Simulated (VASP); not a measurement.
```
BaF2
1.0
    0.00000     3.08003     3.08003
    3.08003     0.00000     3.08003
    3.08003     3.08003     0.00000
Ba F
1 2
Cartesian
  0.00000   0.00000   0.00000
  1.54002   1.54002   1.54002
  4.62005   4.62005   4.62005
```

Level of theory: PBE GGA, VASP's PBE PAW potentials (set 64) (plane waves; VASP). Settings: 520 eV cut-off, 6×6×6 Γ-centred mesh, Gaussian smearing of 0.050 eV, potentials Ba_sv F.

Task: Predict the energy per atom (σ→0), pressure.

Result: 
```
Quantity                       Result
---------------------  --------------
energy per atom (σ→0)  -5.695 eV/atom
pressure                     3.67 GPa
```

Total energies compare only between runs with the same potentials, cut-off and functional.

The compound is BaF2 in the fluorite structure. This cell is one point of a volume scan, at 0.94 of the reference volume.
